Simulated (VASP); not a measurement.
Consider the following.

```
CELL_PARAMETERS angstrom
      0.00000     1.92177     1.92177
      1.92177     0.00000     1.92177
      1.92177     1.92177     0.00000
ATOMIC_POSITIONS crystal
  Pd 0.00000 0.00000 0.00000
```

Method: vdW-DF-cx, VASP's PBE PAW potentials (set 64) (plane waves; VASP). Run with 520 eV cut-off, 16×16×16 Γ-centred mesh, first-order Methfessel-Paxton smearing of 0.10 eV, potentials Pd.

**Question.** Give the stress tensor in GPa (positive for a compressed cell).

**Answer.** 
```
6.56  0.00  0.00
0.00  6.56  0.00
0.00  0.00  6.56
```
The pressure is its mean diagonal, 6.56 GPa.

The compound is Pd in the fcc structure. This cell is one point of a volume scan, at 0.97 of the reference volume.
